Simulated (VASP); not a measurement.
Given:

```
MgB2
1.0
    1.53412    -2.65717     0.00000
    1.53412     2.65717     0.00000
    0.00000     0.00000     3.47403
Mg B
1 2
Direct
  0.00000   0.00000   0.00000
  0.33333   0.66667   0.50000
  0.66667   0.33333   0.50000
```

These are SCAN meta-GGA, VASP's PBE PAW potentials (set 64) (plane waves; VASP) values and carry that method's errors. Settings: 520 eV cut-off, 13×13×10 Γ-centred mesh, tetrahedra with Blöchl corrections, potentials Mg B.

**Question.** Give the energies of bands 1 to 6 at the high-symmetry points, in eV from the Fermi level.

**Answer.** 
| band | Γ | M | K | A | L | H |
|---|---|---|---|---|---|---|
| 1 | -13.20 | -9.14 | -7.79 | -11.84 | -8.07 | -6.80 |
| 2 | -2.90 | -8.29 | -7.79 | -7.75 | -7.32 | -6.80 |
| 3 | 0.28 | -2.36 | -6.13 | 0.71 | -3.73 | -5.44 |
| 4 | 0.28 | 0.43 | 2.13 | 0.71 | -2.04 | -2.07 |
| 5 | 2.00 | 3.53 | 2.13 | 7.17 | -1.22 | -2.07 |
| 6 | 6.83 | 4.22 | 6.71 | 7.17 | 6.25 | 4.14 |

It has no gap at this level: it comes out as a metal or semimetal.

The compound is MgB2 in the AlB2 type structure. It was relaxed first.
